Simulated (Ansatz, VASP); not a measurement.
# ZrB2 in two plane-wave programs, part 2 of 2

One calculation is typed for both programs; each brings its own data sets. How far apart do they land? The cell is taken from a series of runs on this material, whose earlier steps may have relaxed, scaled, displaced or heated it; both programs get it as it stands.

VASP 6.6.1 and Ansatz 0.2.0.

So far: The structure; VASP: zone-centre phonons, LDA.

## Step 3: Ansatz: zone-centre phonons, LDA

Level of this step: Ansatz beside VASP: Kohn-Sham DFT, plane waves, LDA (Ansatz).

Ansatz runs on its PAW soft_1 files.

The same cell, functional (in two slightly different forms), mesh and smearing now go to Ansatz.

input.yaml reads:

```yaml
crystal:
  lattice:
    - [3.1335316287, 0.0, 0.0]
    - [-1.5667658144, 2.713717994, 0.0]
    - [0.0, 0.0, 3.5012773775]
  atoms:
    - { symbol: Zr, position: [0.0, 0.0, 0.0] }
    - { symbol: B, position: [0.3333333333, 0.6666666667, 0.5] }
    - { symbol: B, position: [0.6666666667, 0.3333333333, 0.5] }
kpoints:
  mp_grid: { grid: [10, 10, 6] }
hamiltonian:
  xc: lda
  pseudopotentials: { kind: paw, azcp: { folder: soft_1 }, xc_functional: pbe }
scf:
  occupations: { method: gaussian, width: 0.1 }
output:
  eigenvalues: true
basis:
  ecutwfc: 260.0
phonons:
  method: dfpt
  qmesh: [2, 2, 2]
  temperatures: { t_max: 1000, t_step: 50 }
  qpath:
    path:
      - [[0.0, 0.0, 0.0], [0.5, 0.0, 0.0], [0.33333333, 0.33333333, 0.0], [0.0, 0.0, 0.0], [0.0, 0.0, 0.5], [0.5, 0.0, 0.5], [0.33333333, 0.33333333, 0.5], [0.0, 0.0, 0.5]]
      - [[0.5, 0.0, 0.5], [0.5, 0.0, 0.0]]
      - [[0.33333333, 0.33333333, 0.5], [0.33333333, 0.33333333, 0.0]]
    npoints: 10
```

Launch:

```console
ansatz run input.yaml --threads 8 --pin off --max-ram 15360MiB --backend cpu --events-out ev --progress --plain --runs-dir out
```

Numbers of over 12 decimals in the logs are rounded to 6 here.

Log:

```text
Warning: basis.ecutwfc = 260 eV is below the records' recommended 420 eV, and the density's cutoff is lower with it unless basis.ecutrho_ratio is high enough to keep the records' density cutoff: compare with a run at a higher cutoff
Warning: phonons: the dynamical matrix that this run interpolates holds no multipole term above the dipole-dipole one, and a site of this crystal is no centre of inversion, so its interpolated transverse optical and acoustic branches and sound speeds can stay off near Gamma, and the density of states and the thermodynamics with them. What a run solves at a wave vector of phonons.qpoints, Gamma apart, where the deck admits one, is free of this, and under fd what a larger phonons.supercell samples
Engine: ansatz 0.2.0, aarch64-unknown-linux-gnu
Pseudopotentials: kind: paw
Pseudopotential: Zr, paw, valence charge 12, recommended cutoff 420 eV (normal), soft_1/Zr.paw.azcp
Pseudopotential: B, paw, valence charge 3, recommended cutoff 420 eV (normal), soft_1/B.paw.azcp
Functional definition: SPW92
  exchange = slater_x
  correlation = pw_c
Crystal: 3 atoms, lattice volume = 29.773 Å³
Basis set: ecut = 260 eV, 291 PW (Γ), exchange–correlation on 36×36×40 points (8 copies of the dense FFT grid, shifted against one another)
Bands: 13, of which v1, the nominal top of the filled ones, is band 9 counted from 1 (8 counted from 0)
Symmetry: 24 space group operations
k-points: 56 of 600
Non-local potential: Zr, projectors of the file, l = 0: 3, l = 1: 2, l = 2: 2, l = 3: 1
Non-local potential: B, projectors of the file, l = 0: 2, l = 1: 2, l = 2: 1
PAW form: soft (Blöchl's): semilocal exchange-correlation on the pseudo side does not see the compensation charge
PAW frozen core: Zr, regenerated for the run's functional, and the local potential with it (the file was generated under x = pbe(κ = 0.804, μ = 0.219515), c = pbe(β = 0.066725))
PAW frozen core: B, regenerated for the run's functional, and the local potential with it (the file was generated under x = pbe(κ = 0.804, μ = 0.219515), c = pbe(β = 0.066725))
PAW one-centre angular grid: Zr, 590 points (default); XC on 64 Gauss nodes
PAW one-centre angular grid: B, 110 points (default); XC on 64 Gauss nodes
Initial density: superposition of atomic densities (chi_scale 0.1, normalization cell, long waves kept (reshape's long-wave potential 0.00 eV rms))
Initial wavefunctions: pseudopotential atomic-orbital guess
Functional: x = slater, c = lda
SCF iter   1: F=—  HF=-4380.523706 eV  |F-HF|=—  |Δ(HF+E_count)|=         —  Δρ=5.83e-2  dr2=1.84e0  ethr=3.10e-3  ⟨swp⟩=4.8  Hψ=3502  notcnv=0
preconditioner: auto → none  [insulator: Δε(μ)=0.336 eV  Ē_g=17.133 eV  σ=0.100 eV  W_gap=0.81  n_scr=8 (ndim 8)  ℏωp=27.2 eV  f_vac=0.000  D(μ)=0.23/eV (n_scr^D=0)  ε∞_Penn≈3.5]
SCF iter   2: F=—  HF=-4380.058031 eV  |F-HF|=—  |Δ(HF+E_count)|=   4.66e-1  Δρ=2.56e-2  dr2=3.62e-1  ethr=3.10e-3  ⟨swp⟩=2.2  Hψ=1758  notcnv=0  defer=1
SCF iter   3: F=—  HF=-4379.959493 eV  |F-HF|=—  |Δ(HF+E_count)|=   9.85e-2  Δρ=8.42e-3  dr2=1.22e-2  ethr=2.01e-3  ⟨swp⟩=2.1  Hψ=1397  notcnv=0  defer=2
SCF iter   4: F=—  HF=-4379.959989 eV  |F-HF|=—  |Δ(HF+E_count)|=   4.97e-4  Δρ=1.40e-3  dr2=5.41e-4  ethr=6.76e-5  ⟨swp⟩=2.4  Hψ=1132  notcnv=0  defer=2
SCF iter   5: F=—  HF=-4379.960015 eV  |F-HF|=—  |Δ(HF+E_count)|=   2.62e-5  Δρ=1.26e-4  dr2=2.91e-6  ethr=3.00e-6  ⟨swp⟩=2.0  Hψ=961  notcnv=0  defer=2
SCF iter   6: F=—  HF=-4379.960019 eV  |F-HF|=—  |Δ(HF+E_count)|=   3.59e-6  Δρ=1.81e-5  dr2=3.49e-8  ethr=1.62e-8  ⟨swp⟩=2.1  Hψ=1030  notcnv=0  defer=2
SCF iter   7: F=—  HF=-4379.960019 eV  |F-HF|=—  |Δ(HF+E_count)|=   4.55e-7  Δρ=2.81e-6  dr2=3.72e-9  ethr=1.94e-10  ⟨swp⟩=2.0  Hψ=1224  notcnv=0  defer=2
SCF iter   8: F=-4379.960019 eV  HF=-4379.960019 eV  |F-HF|=9.09e-13  |Δ(HF+E_count)|=   1.03e-9  Δρ=1.23e-7  dr2=2.28e-12  ethr=1.00e-12  ⟨swp⟩=4.2  Hψ=3373  notcnv=0
SCF 1 converged in 8 iterations: F = -4379.960019 eV  dr2 = 2.28e-12
  greatest PAW one-centre occupation: 0.995 electrons in one spin orbital (limit 2), on the Zr atom at site 0 (counted from 0), in its partial waves of l = 0
Initial density: read from a saved state, or passed on in memory by an earlier SCF of this step, an earlier step, the calling program or the single point that the run made first
iter 1 solved again at ethr=6.11e-8 eV; its pass at ethr=3.10e-3 eV (dr2=1.10e-5 eV) is discarded
SCF iter   1: F=—  HF=-4379.960017 eV  |F-HF|=—  |Δ(HF+E_count)|=         —  Δρ=3.98e-7  dr2=4.40e-11  ethr=6.11e-8  ⟨swp⟩=3.0  Hψ=5556  notcnv=0
eigensolver tolerance schedule: the retry pair's looser diagonalisation over-reported the residual by 249868.41 of it (diagonalisation noise at an unbounded share of the residual, at the tolerance the schedule requests for it); recorded, not acted on — ethr = c·dr2/N_el stays at c = 1.0e-1
preconditioner: auto → none  [insulator: Δε(μ)=0.211 eV  Ē_g=17.030 eV  σ=0.100 eV  W_gap=0.79  n_scr=8 (ndim 8)  ℏωp=27.2 eV  f_vac=0.000  D(μ)=0.25/eV (n_scr^D=0)  ε∞_Penn≈3.6]
SCF iter   2: F=—  HF=-4379.960019 eV  |F-HF|=—  |Δ(HF+E_count)|=   1.90e-6  Δρ=2.81e-7  dr2=2.31e-11  ethr=1.00e-12  ⟨swp⟩=3.2  Hψ=1506  notcnv=0
iter 3 did not close the SCF: its close was put off for the readings that it lacked (scf_convergence_deferred on its scf_iter line)
SCF iter   3: F=-4379.960019 eV  HF=-4379.960019 eV  |F-HF|=7.28e-12  |Δ(HF+E_count)|=  5.46e-12  Δρ=1.59e-7  dr2=6.55e-12  ethr=1.00e-12  ⟨swp⟩=1.0  Hψ=728  notcnv=0
iter 4 did not close the SCF: its close was put off for the readings that it lacked (scf_convergence_deferred on its scf_iter line)
SCF iter   4: F=-4379.960019 eV  HF=-4379.960019 eV  |F-HF|=5.46e-12  |Δ(HF+E_count)|=  9.09e-13  Δρ=1.20e-7  dr2=4.10e-12  ethr=1.00e-12  ⟨swp⟩=1.0  Hψ=728  notcnv=0
iter 5 did not close the SCF: its close was put off for the readings that it lacked (scf_convergence_deferred on its scf_iter line)
SCF iter   5: F=-4379.960019 eV  HF=-4379.960019 eV  |F-HF|=9.09e-13  |Δ(HF+E_count)|=  2.73e-12  Δρ=5.75e-8  dr2=8.83e-13  ethr=1.00e-12  ⟨swp⟩=1.0  Hψ=728  notcnv=0
iter 6 did not close the SCF: its close was put off for the readings that it lacked (scf_convergence_deferred on its scf_iter line)
SCF iter   6: F=-4379.960019 eV  HF=-4379.960019 eV  |F-HF|=1.82e-12  |Δ(HF+E_count)|=  9.09e-13  Δρ=2.88e-8  dr2=2.53e-13  ethr=1.00e-12  ⟨swp⟩=1.0  Hψ=728  notcnv=0
SCF iter   7: F=-4379.960019 eV  HF=-4379.960019 eV  |F-HF|=2.73e-12  |Δ(HF+E_count)|=  9.09e-13  Δρ=1.40e-8  dr2=5.50e-14  ethr=1.00e-12  ⟨swp⟩=1.0  Hψ=1680  notcnv=0
SCF 2 converged in 7 iterations: F = -4379.960019 eV  dr2 = 5.50e-14
phonons: the bands overlap, so this run is a metal and interpolates without the dipole-dipole term. If the crystal is really an insulator or semiconductor, its LO-TO splitting is missing
NSCF: frozen V_eff on 56 k-points
NSCF: frozen V_eff on 124 k-points
DFPT response loops at q = (0, 0, 0) (fractional): preconditioner auto → Kerker (q_TF=auto, 2.509 Å⁻¹) (partly filled bands, converged f_vac=0.000); β = 1.00, the filter's whole step (`scf.mixing.beta` (0.50) is not read by the response loops under this deck's `scf.mixing.preconditioner`; to damp them name `kerker` or `kerker_dos`, under which they read `scf.mixing.beta`, and type it under 1.00, their step now; both keys bind the ground state too); Broyden in place of MSR1
NSCF: frozen V_eff on 248 k-points
DFPT response loops at q = (0, 0, -0.5) (fractional): mixed as the last ones told, above
NSCF: frozen V_eff on 248 k-points
DFPT response loops at q = (0, -0.5, 0) (fractional): mixed as the last ones told, above
NSCF: frozen V_eff on 248 k-points
DFPT response loops at q = (0, -0.5, -0.5) (fractional): mixed as the last ones told, above
SCF converged after 8 iterations
Free energy (F): -4379.960019 eV
Harris-Foulkes:  -4379.960019 eV  (|F-HF|=9.09e-13)
Internal energy: -4379.958771 eV  (E = F + TS)
E sigma→0 (E₀):  -4379.959395 eV
Entropy (-TS):   -0.001247 eV (-0.416 meV/atom)
Fermi energy:    16.035905 eV
--- Per-component energies (eV) ---
  E_band       = -19.652747
  E_kinetic    = 421.915855
  E_local      = -517.206920  (includes V_loc(G=0)·N_el)
  E_nonlocal   = 94.191123
  E_hartree    = 174.604350
  E_xc         = -222.632457
  E_vxc        = -264.505642  (∫ρ·V_xc dr)
  E_paw        = -3002.969403  (= ΣΔE_a)
  E_vpaw       = -103.255857  (= ΣTr[D̂ρ^β])
  E_aug_tail   = -0.000008  (compensation charges beyond the density's cutoff)
  E_ewald      = -1328.323381
  E_core_change = 0.462069  (= ΣΔE_core)
  E_smearing   = -0.001247  (= −TS)
  E_closure    = 0.000000  (closes the sum)
  Σ components = -4379.960019   (vs F -4379.960019, Δ=0.00e0)
--- Band table (eV; the first three rows and the last of 56) ---
  k-point 0: bands = [... 5 lower, 13.3603, 13.3919, 13.3919, 13.7260, 19.5579, 19.5579, 20.3560, 20.3560]
  k-point 1: bands = [... 5 lower, 11.7705, 13.6667, 13.6667, 15.2462, 18.1368, 18.1368, 19.5596, 19.5596]
  k-point 2: bands = [... 5 lower, 9.9862, 14.4117, 14.4117, 16.8414, 16.8414, 16.9182, 17.9245, 17.9245]
  k-point 55: bands = [... 5 lower, 7.7851, 11.1592, 13.3005, 13.4004, 20.1774, 22.0932, 22.3949, 22.5978]
--- Phonons (Γ-DFPT): 4 representative perturbations + reference (Σ response iterations 12) ---
  ASR residual: 3.614e-5 → 0.000e0 eV/Å²; symmetrization residual: 7.327e-7 eV/Å²
  ASR residual per site (eV/Å²): 3.61e-5 3.36e-5 3.36e-5
  Γ frequencies (cm⁻¹): 0.00 0.00 0.00 470.75 470.75 488.64 577.72 810.24 810.24
--- Phonons (arbitrary-q DFPT): 4 irreducible q on the 2×2×2 mesh ---
  q = [0.0000, 0.0000, 0.0000] (star 1, of the zone-centre solve; hermiticity 8.82e-8, symmetrization 2.00e-11): -0.00 0.00 0.00 470.75 470.75 488.64 577.72 810.24 810.24
  q = [0.0000, 0.0000, -0.5000] (star 1, 4 solved perturbations in 360 linear systems a pass and spin channel, the states on 124 of 600 k-point pairs; hermiticity 1.52e-8, symmetrization 8.41e-9): 221.66 221.66 252.47 421.51 421.51 510.77 645.70 807.94 807.94
  q = [0.0000, -0.5000, 0.0000] (star 3, 6 solved perturbations on 124 of 600 k-point pairs; hermiticity 4.77e-8, symmetrization 1.14e-10): 238.22 244.64 295.50 528.75 550.04 559.26 721.07 727.38 743.46
  q = [0.0000, -0.5000, -0.5000] (star 3, 6 solved perturbations on 124 of 600 k-point pairs; hermiticity 3.03e-8, symmetrization 1.70e-9): 237.14 258.01 267.78 525.75 560.82 619.38 692.42 733.72 749.23
  sum rule: each row above includes the acoustic sum rule's correction from the zone centre's row sums; it moved no ω² by more than (0.92 cm⁻¹)²
  mesh force constants: q→R imaginary residual 1.02e-17; ASR residual 3.614e-5 → 0.000e0 eV/Å²; symmetrization residual 2.132e-14 eV/Å²
  interpolated dispersion: 93 rows × 9 modes
  density of states and harmonic sums: on the 24×24×18 q-mesh, interpolated from the force constants of a 2×2×2 supercell (no non-analytic term)
  largest difference from the sums on the solved wave vectors: F 5.25e-2 eV, S 8.48e-5 and C_V 3.23e-5 eV/K
  zero-point energy: 0.279572 eV/cell   skipped modes (ω ≤ 0): 3   left out of the sums: 3.22e-5 of the cell's modes: C_V's classical limit lies that fraction below 3 k_B per atom; for a crystal, a wire or a layer, F and S can be off by more, and a phonons.interpolated_qmesh denser along its periods is the remedy for the sampling
```

Reading the cycles: dr2 is the Hartree energy of the density residual (eV), the measure of convergence; HF is the Harris–Foulkes estimate of the energy, which meets the free energy F at convergence.

## Step 4: Differences

Known differences besides the potentials themselves: the two LDA forms differ slightly; VASP's run holds the zone centre alone; the cutoff is 260 eV in Ansatz and 500 eV in VASP; VASP's log shows a relativistic correction to its local exchange, Ansatz's none; Ansatz's log warns that its cutoff lies below the recommended one. Total energies have different zeros and are not compared.

The two programs side by side:

```csv
quantity,Ansatz,VASP,difference
optical mode 1 to 2 (cm⁻¹),470.8,466.9,+0.83 %
optical mode 3 (cm⁻¹),488.6,479.9,+1.82 %
optical mode 4 (cm⁻¹),577.7,571.2,+1.15 %
optical mode 5 to 6 (cm⁻¹),810.2,804.4,+0.73 %
```

Modes are paired by rising frequency, not by their patterns, so a pair may set unlike modes beside each other; they are those without the splitting of longitudinal modes.

## Step 5: What came out

```yaml
r_m_s_difference_of_the_optical_zone_centre_modes_each_program_s_sorted_by_frequency_zone_centre_phonons_lda: 6.0 cm⁻¹
difference_in_optical_mode_3_zone_centre_phonons_lda: +1.8 %
```

**Reading.** The r.m.s. difference of the optical zone-centre modes, each program's sorted by frequency is 6.0 cm⁻¹ (zone-centre phonons, LDA). Among the rows given in per cent, the largest difference of the zone-centre phonons, LDA pair is in optical mode 3, +1.8 %. Such differences can come from data sets, numerical settings and the points named under the comparisons, not from the functional's error against experiment.

[Lines on the potential files, build, host, timing and source positions are cut from VASP's logs without a mark.]

[Logs are printed without paths, hosts, clocks, repeated set-up lines and the standing remarks that a program may print on its own settings, such as how far it seeks lower states.]

[Hosts, paths, dates, database ids (printed as entryN), source tags and the programs' standing remarks are cut or masked in the printed files.]
